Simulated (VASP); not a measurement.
Input:

```
CELL_PARAMETERS angstrom
      0.00000     1.94833     1.94833
      1.94833     0.00000     1.94833
      1.94833     1.94833     0.00000
ATOMIC_POSITIONS crystal
  Pt 0.00000 0.00000 0.00000
```

Level of theory: SCAN meta-GGA, VASP's PBE PAW potentials (set 64) (plane waves; VASP 6.6.1). Settings: 520 eV cut-off, 18×18×18 Γ-centred mesh, tetrahedra with Blöchl corrections, potentials Pt.

### Question
The job: Pt (fcc), 1 atom, SCAN, static run, 520 eV, 18×18×18 Γ-centred mesh. Roughly how much core time does it take on a busy server core?

### Answer
About 2 core-minutes (one run on a shared machine, a rough figure). It had 195 irreducible k-points, 9 bands, up to 411 plane waves and 31 electronic steps.

The compound is Pt in the fcc structure. It was relaxed first.
